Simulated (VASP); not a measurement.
**Si: transverse stress against strain**

Si (diamond, Fd-3m, 20.075 Å³/atom at rest, cube axes along x, y and z) under an equal strain ε along x and y, with z held. PBEsol in VASP (plane waves, PAW), 480 eV, 10×10×10 Γ-centred mesh, Gaussian smearing 0.05 eV; ions are relaxed within the symmetry of each cell. Stress is positive for a compressed cell.

Here s stands for strain and y for stress zz.

```csv
strain (%),stress zz (GPa)
-1.50,2.04
-1.00,1.33
-0.50,0.65
0.00,0.00
0.50,-0.60
1.00,-1.18
1.50,-1.71
3.00,?
```

Fit y against s with a straight line, and predict the withheld value at s = 3.00.

Means: s 0, y 0.076. About the means, the sum of products is -8.7600 and the sum of squares of s is 7.0000; the slope is their ratio. Least squares gives y = 0.076 - 1.2514·s. Residuals (row less fit): 0.087, 0.003, -0.052, -0.076, -0.050, -0.005, 0.091; standard error 0.073 (degrees of freedom: 5). The slope gives the elastic constant 2C12 = 125 ± 3 GPa. At the withheld row, y = 0.076 - 1.2514 × 3.0 = -3.678 GPa. The calculation gives -3.15 GPa, 0.528 GPa above the prediction (10.2 % of the range of y in the table). The row lies outside the fitted rows, so this is an extrapolation. From the scatter of the fitted rows alone, a prediction at this place has a standard error of 0.114 GPa, so the miss is 4.6 times that.

One order more, fitted to all 13 runs of the series, follows each within 0.02, so the miss is the next term of a smooth law. Rows are the converged runs of the series near zero and its far end; series whose fitted rows scatter by over a few per cent of the range, as at a crossing or softening among them, aren't shown in this form. Most that stay on the fit to the last digits aren't either.
